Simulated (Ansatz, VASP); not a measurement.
## Bi (bismuthene bilayer, AB): VASP beside Ansatz

Aim: how closely do two programs agree when they are given the same cell, functional and k mesh? The structure shown is the start of the Ansatz relaxation below; VASP solves that cell, so the two are compared at the walk's first step.

Program: Ansatz 0.2.0. Level of theory: plane waves, with VASP 6.6.1 beside it; single point at PBE with D3(BJ). Results are calculated unless marked as measured.

## (1) The starting structure

The cell holds 4 atoms: 4 Bi. Its edges and angles: a = 4.340 Å, b = 4.340 Å, c = 43.980 Å, α = 90.0°, β = 90.0°, γ = 120.0°. Vacuum lies along c.

## (2) Ansatz: relaxation, PBE with D3(BJ)

Ansatz runs on its default PAW (the set named soft_2) files.

The two programs are compared at the cell with which this relaxation starts, whose forces are those of its first step.

File input.yaml:

```yaml
crystal:
  lattice:
    - [4.34, 0.0, 0.0]
    - [-2.17, 3.7585502524, 0.0]
    - [0.0, 0.0, 43.9800000012]
  atoms:
    - { symbol: Bi, position: [0.6666666667, 0.3333333333, 0.4263301501] }
    - { symbol: Bi, position: [0.3333333333, 0.6666666667, 0.465893588] }
    - { symbol: Bi, position: [0.0, 0.0, 0.534106412] }
    - { symbol: Bi, position: [0.6666666667, 0.3333333333, 0.5736698499] }
  periodic: [true, true, false]
kpoints:
  mp_grid: { grid: [12, 12, 1] }
hamiltonian:
  xc: pbe
  dispersion: d3bj
scf:
  occupations: { method: fermi_dirac, width: 0.05 }
  convergence: { dr2_threshold: 1.0e-09 }
relax:
  f_tol: 0.004
  max_steps: 90
  cell: {}
output:
  write_potential: true
  write_density: true
  volumetric_format: npy
```

On the command line:

```
$ ansatz run input.yaml --threads 4 --pin off --max-ram 12288MiB --backend cpu --events-out ev --progress --plain --runs-dir out
```

Numbers of over 12 decimals in the logs are rounded to 6 here.

Output:

```text
Warning: relax.cell: scf.convergence.dr2_threshold = 1e-9 eV is looser than the 1.47280610848e-10 eV advised for a relaxation that steers and ends on the stress (1e-10 eV for each atom of the cell: 4, times the square of relax.cell.stress_2d_tol = 0.05 N/m over 16.5 Å (the atoms' height at the walk's start and 5 Å past either face), 3.034e-2 GPa, over a crystal's default 0.05). What an SCF threshold leaves in a stress goes as its square root, and in the free energy as the threshold itself, and one threshold admits the most on a small cell: [figures from the program's tests cut] Set scf.convergence.dr2_threshold to 1.47280610848e-10 eV or tighter. [rest of the remark cut]
Engine: ansatz 0.2.0, aarch64-unknown-linux-gnu
Pseudopotentials: kind: paw
Pseudopotential: Bi, paw, valence charge 15, recommended cutoff 420 eV (normal), Bi.paw.azcp
Functional definition: PBE
  parameter kappa = 0.804
  parameter beta = 0.066725
  exchange = pbe_x(kappa = kappa, mu = beta*pi^2/3)
  correlation = pbe_c(beta = beta)
Crystal: 4 atoms, lattice volume = 717.407 Å³
Basis set: ecut = 420 eV, 14097 PW (Γ), exchange–correlation on 60×60×600 points (8 copies of the dense FFT grid, shifted against one another)
Bands: 36, of which v1, the nominal top of the filled ones, is band 30 counted from 1 (29 counted from 0)
Symmetry: 12 space group operations
Space group: P-3m1 (ITA 164), of the structure as read, at distance tolerance 9.0e-5 Å
k-points: 19 of 144
Non-local potential: Bi, projectors of the file, l = 0: 2, l = 1: 2, l = 2: 2, l = 3: 2
PAW form: soft (Blöchl's): semilocal exchange-correlation on the pseudo side does not see the compensation charge
PAW one-centre angular grid: Bi, 590 points (default); XC on 64 Gauss nodes
Initial density: superposition of atomic densities (neutral atoms: chi_scale 0, normalization atom), corrected by the library's trained network
Initial wavefunctions: pseudopotential atomic-orbital guess
Functional: x = pbe(κ = 0.804, μ = 0.219515), c = pbe(β = 0.066725)
SCF iter   1: F=—  HF=-49587.099961 eV  |F-HF|=—  |Δ(HF+E_count)|=         —  Δρ=6.95e-4  dr2=1.05e-2  ethr=1.77e-3  ⟨swp⟩=15.9  Hψ=4740  notcnv=0
preconditioner: auto → LDOS  [insulator: Δε(μ)=0.216 eV  Ē_g=7.597 eV  σ=0.050 eV  W_gap=0.70  n_scr=78 (ndim 8)  ℏωp=6.2 eV  f_vac=0.754  D(μ)=0.16/eV (n_scr^D=2)  ε∞_Penn≈1.7  β→1.0]
SCF iter   2: F=—  HF=-49587.113183 eV  |F-HF|=—  |Δ(HF+E_count)|=   1.32e-2  Δρ=1.05e-3  dr2=1.02e-1  ethr=1.74e-5  ⟨swp⟩=3.8  Hψ=1811  notcnv=0  defer=7
SCF iter   3: F=—  HF=-49587.104143 eV  |F-HF|=—  |Δ(HF+E_count)|=   9.04e-3  Δρ=4.37e-4  dr2=1.62e-2  ethr=1.74e-5  ⟨swp⟩=3.4  Hψ=1511  notcnv=0  defer=7
SCF iter   4: F=—  HF=-49587.102512 eV  |F-HF|=—  |Δ(HF+E_count)|=   1.63e-3  Δρ=8.55e-5  dr2=4.07e-4  ethr=1.74e-5  ⟨swp⟩=2.2  Hψ=782  notcnv=0  defer=7
SCF iter   5: F=—  HF=-49587.102407 eV  |F-HF|=—  |Δ(HF+E_count)|=   1.05e-4  Δρ=2.01e-5  dr2=2.61e-5  ethr=6.78e-7  ⟨swp⟩=2.4  Hψ=1237  notcnv=0  defer=7
SCF iter   6: F=—  HF=-49587.102443 eV  |F-HF|=—  |Δ(HF+E_count)|=   3.61e-5  Δρ=9.84e-6  dr2=1.36e-6  ethr=4.34e-8  ⟨swp⟩=3.1  Hψ=1353  notcnv=0  defer=7
SCF iter   7: F=—  HF=-49587.102508 eV  |F-HF|=—  |Δ(HF+E_count)|=   6.53e-5  Δρ=2.48e-6  dr2=6.77e-8  ethr=2.27e-9  ⟨swp⟩=3.0  Hψ=1409  notcnv=0  defer=6
SCF iter   8: F=—  HF=-49587.102508 eV  |F-HF|=—  |Δ(HF+E_count)|=   1.14e-8  Δρ=1.12e-6  dr2=4.71e-8  ethr=1.13e-10  ⟨swp⟩=3.1  Hψ=1478  notcnv=0  defer=6
SCF iter   9: F=—  HF=-49587.102508 eV  |F-HF|=—  |Δ(HF+E_count)|=   3.52e-9  Δρ=4.43e-7  dr2=6.29e-9  ethr=7.85e-11  ⟨swp⟩=2.5  Hψ=1190  notcnv=0  defer=6
SCF iter  10: F=-49587.102508 eV  HF=-49587.102508 eV  |F-HF|=5.09e-11  |Δ(HF+E_count)|=  5.17e-10  Δρ=7.92e-8  dr2=1.43e-10  ethr=1.67e-12  ⟨swp⟩=10.7  Hψ=6089  notcnv=0
SCF 1 converged in 10 iterations: F = -49587.102508 eV  dr2 = 1.43e-10
  greatest PAW one-centre occupation: 0.987 electrons in one spin orbital (limit 2), on the Bi atom at site 2 (counted from 0), in its partial waves of l = 2
relax step   1: F+E_penalty+E_count = -49587.10250794 eV  Δ(F+E_penalty+E_count) = +0.000e0 eV  max|allowed force component| = 2.062e-1 eV/Å  Δτ_max = 0.0000 Å  P = -0.448 N/m  Ω = 717.407 Å³  fix = [c, alpha, beta]  reactions: c -0.000 N/m  (10 SCF iters, accepted)
[...]
relax step   7: F+E_penalty+E_count = -49587.17345782 eV  Δ(F+E_penalty+E_count) = -3.669e-5 eV  max|allowed force component| = 1.501e-3 eV/Å  Δτ_max = 0.0071 Å  P = -0.005 N/m  Ω = 733.773 Å³  energy of the carried Pulay correction = -5.778e-4 eV  fix = [c, alpha, beta]  reactions: c -0.000 N/m  (7 SCF iters, accepted)
[...]
relax step   8: F+E_penalty+E_count = -49587.17402939 eV  Δ(F+E_penalty+E_count) = -5.716e-4 eV  max|allowed force component| = 1.520e-3 eV/Å  Δτ_max = 0.0000 Å  P = -0.007 N/m  Ω = 733.773 Å³  fix = [c, alpha, beta]  reactions: c -0.000 N/m  stress off target by 6.78e-3 N/m on what of the cell is left free  SCF on the basis re-selected at this cell (its energy is not comparable with the rows above)  (6 SCF iters)
basis re-selected at this cell: Δ(F+E_penalty+E_count) = -5.716e-4 eV, ΔP = -0.002 N/m vs the last step (what re-selecting the basis moved, of the pressure what is left beyond the Pulay correction that the steps carried, after the strain that the cell walked since its last selection, with what the two solves' SCF thresholds leave and, on support functions, any second-order correction that the steps lacked; it is no m [...]
WARN: The input density's exchange-correlation potential varies sharply where the density is thin. Do not read a vacuum level from v_tot or v_xc, or from such a field of the output density. On a cell that repeats whose density bears no net charge and no dipole along the vacuum's axis use v_es (v_loc + v_h of the components); under efield.dipole_correction with no amplitude use v_es + v_field, which holds any external [...]
SCF converged after 6 iterations
Free energy (F): -49587.174029 eV
Harris-Foulkes:  -49587.174029 eV  (|F-HF|=1.66e-7)
Internal energy: -49587.171246 eV  (E = F + TS)
E sigma→0 (E₀):  -49587.172638 eV
Entropy (-TS):   -0.002784 eV (-0.696 meV/atom)
Fermi energy:    -3.849627 eV
--- Per-component energies (eV) ---
  E_band       = -1255.137489
  E_kinetic    = 1209.571664
  E_local      = -169012.016371  (includes V_loc(G=0)·N_el)
  E_nonlocal   = 2237.171226
  E_hartree    = 83014.727083
  E_xc         = -603.514722
  E_vxc        = -574.843802  (∫ρ·V_xc dr)
  E_paw        = -42653.028172  (= ΣΔE_a)
  E_vpaw       = -1144.469610  (= ΣTr[D̂ρ^β])
  E_aug_tail   = -0.001740  (compensation charges beyond the density's cutoff)
  E_ewald      = 76221.210377
  E_disp       = -1.290591  (pairwise vdW)
  E_smearing   = -0.002784  (= −TS)
  E_closure    = 0.000000  (closes the sum)
  Σ components = -49587.174029   (vs F -49587.174029, Δ=0.00e0)
--- Forces (eV/Å), atoms counted from 1 ---
  atom   1  Bi    -0.00000000     0.00000000     0.00139733
  atom   2  Bi     0.00000000    -0.00000000    -0.00151964
  atom   3  Bi    -0.00000000     0.00000000     0.00151964
  atom   4  Bi     0.00000000    -0.00000000    -0.00139733
  max |Σ_I F_I| component: 4.63e-18 eV/Å
--- 2D stress c σ (N/m, compression-positive) ---
       -0.006784      -0.000000      -0.000000
       -0.000000      -0.006784       0.000000
       -0.000000       0.000000      -0.000000
  P = ½ c Tr σ = -0.0068 N/m
--- Band table (eV; the first three rows and the last of 19) ---
  k-point 0: bands = [... 26 lower, -4.6402, -4.3988, -4.3142, -4.3142, -4.0147, -2.2955, -2.2955, -2.0822, ... 2 higher]
  k-point 1: bands = [... 26 lower, -4.9715, -4.8387, -4.3963, -3.9594, -3.3680, -2.7448, -2.1768, -1.8231, ... 2 higher]
  k-point 2: bands = [... 26 lower, -5.2331, -5.1793, -4.6476, -4.3762, -3.2125, -2.4268, -1.9627, -1.8564, ... 2 higher]
  k-point 18: bands = [... 26 lower, -6.9020, -6.0853, -6.0853, -5.6718, -2.7740, -2.7740, -1.9408, -0.2823, ... 2 higher]
  the weakly bound empty levels are not read free of the cell's end (no_gap_told)
--- Relaxed structure (7 steps of the walk, 5 accepted, 1 SCFs on fresh bases) ---
  F+E_penalty+E_count = -49587.17402939 eV   max|allowed force component| = 1.520e-3 eV/Å   (the final SCF, on the basis selected at the relaxed cell)
  cell:  # Å, volume = 733.7729 Å³
    - [4.389225, 0, 0]
    - [-2.194613, 3.801181, 0]
    - [0, 0, 43.9800000012]
  atoms:
    - { symbol: Bi, position: [0.666667, 0.333333, 0.433075] }
    - { symbol: Bi, position: [0.333333, 0.666667, 0.471522] }
    - { symbol: Bi, position: [1.0943193270398932e-18, 1.1440497195315401e-17, 0.528478] }
    - { symbol: Bi, position: [0.666667, 0.333333, 0.566925] }
```

The column dr2 measures how far the density is from self-consistency, as an energy; F and HF (Harris–Foulkes) agree once it is small.

## (3) VASP: single point, PBE with D3(BJ), start cell

The same cell, functional, mesh and smearing now go to VASP, with its own data sets.

Lines of VASP's logs that name or quote its potential files are left out, and so is its time.

File INCAR:

```
SYSTEM = Bi
PREC = Accurate
ENCUT = 400
EDIFF = 1E-06
NELM = 120
ISMEAR = -1
SIGMA = 0.05
LREAL = .FALSE.
ALGO = Normal
GGA = PE
IVDW = 12
NBANDS = 37
LORBIT = 11
LWAVE = .FALSE.
LCHARG = .FALSE.
ISIF = 2
LDIPOL = .TRUE.
IDIPOL = 3
DIPOL = 0.5 0.5 0.5
LVHAR = .TRUE.
LASPH = .TRUE.
GGA_COMPAT = .FALSE.
NELMDL = -8
KPAR = 2
```

File POSCAR:

```
Bi
1.0
    4.3400000000      0.0000000000      0.0000000000
   -2.1700000000      3.7585500000      0.0000000000
    0.0000000000      0.0000000000     43.9800000000
Bi
4
Direct
    0.6666666667      0.3333333333      0.4263301501
    0.3333333333      0.6666666667      0.4658935880
    0.0000000000      0.0000000000      0.5341064120
    0.6666666667      0.3333333333      0.5736698499
```

File KPOINTS:

```
Automatic mesh
0
Gamma
12 12 1
0 0 0
```

The projector-augmented-wave data sets are Bi_d (PBE family, release 64).

On the command line:

```
$ mpirun -np 2 vasp_std
```

Output:

```text
[banner, memory and clock lines left out]
running    2 mpi-ranks, on    1 nodes
 distrk:  each k-point on    1 cores,    2 groups
 distr:  one band on    1 cores,    1 groups

 POSCAR found type information on POSCAR Bi
 POSCAR found :  1 types and       4 ions
 LDA part: xc-table for (Slater+PW92), standard interpolation
 POSCAR, INCAR and KPOINTS ok, starting setup
 FFT: planning ... GRIDC
 FFT: planning ... GRID_SOFT
 FFT: planning ... GRID
 WAVECAR not read
 entering main loop
       N       E                     dE             d eps       ncg     rms          rms(c)
DAV:   1     0.476159124234E+03    0.47616E+03   -0.25014E+04  1942   0.103E+03
DAV:   2     0.226047437388E+02   -0.45355E+03   -0.44919E+03  1732   0.335E+02
DAV:   3    -0.139444193517E+02   -0.36549E+02   -0.36433E+02  1661   0.116E+02
DAV:   4    -0.152402208083E+02   -0.12958E+01   -0.12949E+01  1718   0.231E+01
DAV:   5    -0.152880278193E+02   -0.47807E-01   -0.47806E-01  1907   0.407E+00
DAV:   6    -0.152896101442E+02   -0.15823E-02   -0.15823E-02  2061   0.661E-01
DAV:   7    -0.152896509918E+02   -0.40848E-04   -0.40848E-04  2051   0.947E-02
DAV:   8    -0.152896525450E+02   -0.15532E-05   -0.15533E-05  1501   0.163E-02    0.191E+00
DAV:   9    -0.152385115092E+02    0.51141E-01   -0.41714E-02  1741   0.210E+00    0.119E+00
DAV:  10    -0.152087455342E+02    0.29766E-01   -0.10715E-01  1594   0.415E+00    0.202E-01
DAV:  11    -0.152098726526E+02   -0.11271E-02   -0.20322E-02  1609   0.202E+00    0.167E-01
DAV:  12    -0.152097173259E+02    0.15533E-03   -0.24674E-03  1975   0.394E-01    0.794E-02
DAV:  13    -0.152094253999E+02    0.29193E-03   -0.73281E-04  1796   0.331E-01    0.240E-02
DAV:  14    -0.152094165912E+02    0.88087E-05   -0.17193E-04  1633   0.118E-01    0.181E-02
[...]
DAV:  19    -0.152097239057E+02   -0.73787E-04   -0.61169E-06  1000   0.138E-02    0.277E-03
DAV:  20    -0.152097268890E+02   -0.29833E-05   -0.34431E-07  1145   0.722E-03    0.140E-03
DAV:  21    -0.152097462652E+02   -0.19376E-04   -0.58634E-07  1015   0.673E-03    0.517E-04
DAV:  22    -0.152097559234E+02   -0.96582E-05   -0.30348E-07  1105   0.267E-03    0.539E-04
DAV:  23    -0.152097596781E+02   -0.37547E-05   -0.11160E-07  1059   0.299E-03    0.212E-04
DAV:  24    -0.152097627100E+02   -0.30318E-05   -0.68599E-08  1045   0.118E-03    0.186E-04
DAV:  25    -0.152097638138E+02   -0.11038E-05   -0.18481E-08   966   0.117E-03    0.166E-04
DAV:  26    -0.152097645741E+02   -0.76035E-06   -0.92044E-09   924   0.556E-04
   1 F= -.16436896E+02 E0= -.16435918E+02  d E =-.195524E-02
```

Parts of OUTCAR (step 3):

```text
ion  position               nearest neighbor table
   1  0.667  0.333  0.426-   2 3.05   2 3.05   2 3.05
   2  0.333  0.667  0.466-   1 3.05   1 3.05   1 3.05   3 3.91   3 3.91   3 3.91
   3  0.000  0.000  0.534-   4 3.05   4 3.05   4 3.05   2 3.91   2 3.91   2 3.91
   4  0.667  0.333  0.574-   3 3.05   3 3.05   3 3.05

  LATTYP: Found a hexagonal cell.
 ALAT       =     4.3400000000
 C/A-ratio  =    10.1336405530

 Subroutine GETGRP returns: Found 12 space group operations
 (whereof  6 operations were pure point group operations)

The static configuration has the point symmetry C_3v.
 The point group associated with its full space group is D_3d.

 Found     19 irreducible k-points:

   k-points           NKPTS =     19   k-points in BZ     NKDIM =     19   number of bands    NBANDS=     37

   dimension x,y,z NGX =    28 NGY =   28 NGZ =  288
   dimension x,y,z NGXF=    56 NGYF=   56 NGZF=  576

   ENCUT  =  400.0 eV  29.40 Ry    5.42 a.u.   7.08  7.08 71.72*2*pi/ulx,y,z

   NELECT =      60.0000    total number of electrons

 k-points in reciprocal lattice and weights: Automatic mesh
   0.00000000  0.00000000  0.00000000       0.007
   0.08333333  0.00000000  0.00000000       0.042
   0.16666667  0.00000000  0.00000000       0.042
   0.25000000 -0.00000000  0.00000000       0.042
   0.33333333  0.00000000  0.00000000       0.042
   0.41666667  0.00000000  0.00000000       0.042
   0.50000000 -0.00000000  0.00000000       0.021
   0.08333333  0.08333333  0.00000000       0.042
   0.16666667  0.08333333  0.00000000       0.083
[...]
0.33333333  0.25000000  0.00000000       0.083
   0.33333333  0.33333333  0.00000000       0.014

 dipolmoment           0.000000      0.000000      0.000003 electrons x Angstroem

 average (electrostatic) potential at core
       1-112.7093       2-112.7506       3-112.7505       4-112.7093

 E-fermi :  -1.8291

 k-point     1 :       0.0000    0.0000    0.0000
  band No.  band energies     occupation
    ...
     27      -2.2485      1.99955
     28      -2.2485      1.99955
     29      -2.0900      1.98924
     30      -2.0900      1.98924
     31      -1.7959      0.67988
     32      -0.2397      0.00000
     33       0.1171      0.00000
     34       0.1171      0.00000
     35       0.5927      0.00000
     36       0.5927      0.00000
    ...

 k-point     2 :       0.0833    0.0000    0.0000
  band No.  band energies     occupation
    ...
     26      -3.0147      2.00000
     27      -2.8752      2.00000
     28      -2.4271      1.99999
     29      -2.2106      1.99903
     30      -1.9850      1.91532
     31      -1.0735      0.00000
     32      -0.4128      0.00000
     33       0.1366      0.00000
     34       0.2307      0.00000
     35       0.6153      0.00000
    ...

 k-point     3 :       0.1667    0.0000    0.0000
  band No.  band energies     occupation
    ...
     26      -3.7010      2.00000
     27      -3.2598      2.00000
     28      -2.8011      2.00000
     29      -2.5139      2.00000
     30      -2.2865      1.99979
     31      -1.0459      0.00000
     32      -0.4446      0.00000
     33       0.2586      0.00000
     34       0.4245      0.00000
     35       1.0285      0.00000
    ...

 Edisp (eV)   -1.22713

  Total      -0.53637    -0.53637    -1.37716     0.00000     0.00000     0.00000
  in kB      -1.19787    -1.19787    -3.07561     0.00000     0.00000     0.00000
  external pressure =       -1.82 kB  Pullay stress =        0.00 kB

  energy-cutoff  :      400.00
  volume of cell :      717.41
      direct lattice vectors                 reciprocal lattice vectors
     4.340000000  0.000000000  0.000000000     0.230414747  0.133030025  0.000000000
    -2.170000000  3.758550000  0.000000000     0.000000000  0.266060050  0.000000000
     0.000000000  0.000000000 43.980000000     0.000000000  0.000000000  0.022737608

 POSITION                                       TOTAL-FORCE (eV/Angst)
 -----------------------------------------------------------------------------------
      2.17000      1.25285     18.75000         0.000000      0.000000      0.193708
     -0.00000      2.50570     20.49000        -0.000000     -0.000000      0.006904
      0.00000      0.00000     23.49000         0.000000      0.000000     -0.006904
      2.17000      1.25285     25.23000         0.000000     -0.000000     -0.193708
 -----------------------------------------------------------------------------------
    total drift:                                0.000000      0.000000      0.000294

  FREE ENERGIE OF THE ION-ELECTRON SYSTEM (eV)
  ---------------------------------------------------
  free  energy   TOTEN  =       -16.4368958853 eV

  energy  without entropy=      -16.4349406447  energy(sigma->0) =      -16.43591826

 vacuum level on the upper side and lower side of the slab         2.031         2.031

 total charge
# of ion       s       p       d       tot
------------------------------------------
    1        1.522   1.381   9.902  12.805
    2        1.529   1.364   9.907  12.800
    3        1.529   1.364   9.907  12.800
    4        1.522   1.381   9.902  12.805
--------------------------------------------------
tot          6.102   5.490  39.618  51.210

[... 3 further parts left out ...]
```

## (4) Differences

Known differences besides the potentials themselves: Ansatz cuts the interaction across the vacuum, VASP repeats the sheet with a dipole correction; the cutoff is 420 eV in Ansatz and 400 eV in VASP. Total energies have different zeros and are not compared.

Forces (eV/Å; atoms numbered as in POSCAR):

```csv
atom,"Ansatz x, y, z","VASP x, y, z"
Bi1,"0.000, 0.000, 0.206","0.000, 0.000, 0.194"
Bi2,"0.000, 0.000, -0.006","0.000, 0.000, 0.007"
Bi3,"0.000, 0.000, 0.006","0.000, 0.000, -0.007"
Bi4,"0.000, 0.000, -0.206","0.000, 0.000, -0.194"
```

The forces differ by 7.2 meV/Å r.m.s., which is 9.1 % of the r.m.s. force of 0.079 eV/Å (both taken over all components). With vacuum in the cell, a pressure given here is an average over mostly empty space and none of the material.

## (5) Summary of results

```
r.m.s. force difference (single point, PBE with D3(BJ), start cell) : 7.2 meV/Å
```

**Reading.** The r.m.s. force difference is 7.2 meV/Å (single point, PBE with D3(BJ), start cell), within the 12 meV/Å picked in this series as the mark of a large difference. Such differences can come from data sets, numerical settings and the points named under the comparisons, not from the functional's error against experiment.

[Lines on the potential files, build, host, timing and source positions are cut from VASP's logs without a mark.]

[Logs are printed without paths, hosts, clocks, repeated set-up lines and the standing remarks that a program may print on its own settings, such as how far it seeks lower states.]

[Hosts, paths, dates, database ids (printed as entryN), source tags and the programs' standing remarks are cut or masked in the printed files.]
